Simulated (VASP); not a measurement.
Given:

```
SnTe
1.0
    0.00000     3.15149     3.15149
    3.15149     0.00000     3.15149
    3.15149     3.15149     0.00000
Sn Te
1 1
Cartesian
  0.00000   0.00000   0.00000
  3.15149   3.15149   3.15149
```

Level of theory: PBE GGA with D4 dispersion, VASP's PBE PAW potentials (set 64) (plane waves; VASP 6.6.1). Settings: 520 eV cut-off, Gaussian smearing of 0.050 eV, potentials Sn_d Te.

Unless said otherwise, spin-orbit coupling is left out, though it shifts the bands of the heavy elements here.

Q: Predict the band gap (along the path) with the smallest direct gap where there is one.

A: 
```json
{
  "band gap (along the path)": "0.08 eV",
  "smallest direct gap (along the path)": "0.09 eV"
}
```

The compound is SnTe in the rock salt structure, which distorts at low temperature. It was relaxed first.
